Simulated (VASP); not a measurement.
Method: LDA (Ceperley-Alder, Perdew-Zunger) with D3 dispersion (zero damping), VASP's LDA PAW potentials (set 64) (plane waves; VASP 6.6.1).

VASP ran on this input.

**POSCAR**
```
C
2.467290
  1.0000000000   0.0000000000   0.0000000000
 -0.5000000000   0.8660254773   0.0000000000
  0.0000000000   0.0000000000   3.1626075573
C
4
Cartesian
  0.0000000000   0.0000000000   0.7906518893
  0.0000000000   0.0000000000   2.3719556680
 -0.0000005000   0.5773506069   0.7906518893
  0.5000005000   0.2886748704   2.3719556680
```

INCAR:
```
SYSTEM = C
PREC = Accurate
ENCUT = 400
EDIFF = 1E-6
NELM = 100
ALGO = Normal
LREAL = .FALSE.
LASPH = .TRUE.
ISMEAR = -1
SIGMA = 0.1
LWAVE = .FALSE.
LCHARG = .FALSE.
ISIF = 2
IVDW = 11
```

**KPOINTS**
```
kpoints
0
gamma
 20 20 6
0.5 0.5 0.5
```

POTCAR, in this order: C (LDA.64 set). Program: vasp_std.

The resulting files:

**stdout**
```
 POSCAR found type information on POSCAR C
 POSCAR found :  1 types and       4 ions
 Reading from existing POTCAR
 Reading from existing POTCAR

 -----------------------------------------------------------------------------
|                                                                             |
|     EEEEEEE  RRRRRR   RRRRRR   OOOOOOO  RRRRRR      ###     ###     ###     |
|     E        R     R  R     R  O     O  R     R     ###     ###     ###     |
|     E        R     R  R     R  O     O  R     R     ###     ###     ###     |
|     EEEEE    RRRRRR   RRRRRR   O     O  RRRRRR       #       #       #      |
|     E        R   R    R   R    O     O  R   R                               |
|     E        R    R   R    R   O     O  R    R      ###     ###     ###     |
|     EEEEEEE  R     R  R     R  OOOOOOO  R     R     ###     ###     ###     |
|                                                                             |
|     Unsupported xc functional, please specify VDW_S6, VDW_S8, VDW_SR        |
|     and VDW_SR8 in the INCAR file.                                          |
|                                                                             |
|       ---->  I REFUSE TO CONTINUE WITH THIS SICK JOB ... BYE!!! <----       |
|                                                                             |
 -----------------------------------------------------------------------------
```

VASP stops with an error: Unsupported xc functional, please specify VDW_S6, VDW_S8, VDW_SR and VDW_SR8 in the INCAR file. ----> I REFUSE TO CONTINUE WITH THIS SICK JOB ... BYE!!! <----

The structure comes from a computed database's C entry; how it stands against other phases isn't given here. The cell was not relaxed at this level. The run is one of a series of settings (IVDW = 11 against the base run), some of them coarse on purpose.
